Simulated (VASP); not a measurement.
Data:

```xyz
2
Lattice="1.3546 -2.3462 0.0000 1.3546 2.3462 0.0000 0.0000 0.0000 4.3322" Properties=species:S:1:pos:R:3 pbc="T T T"
Tc     1.3546     0.7821     1.0830
Tc     1.3546    -0.7821     3.2491
```

Method: LDA (Ceperley-Alder, Perdew-Zunger), VASP's LDA PAW potentials (set 64) (plane waves; VASP). Run with 520 eV cut-off, Gaussian smearing of 0.050 eV, potentials Tc_pv.

### Question
Estimate the band gap (along the path) with the smallest direct gap where there is one.

### Answer

The band gap (along the path) comes out as none (metal, semimetal or under 0.01 eV).

The absolute energy has meaning only against runs of the same code, potentials and settings.

The compound is Tc in the hcp structure. It was relaxed first.
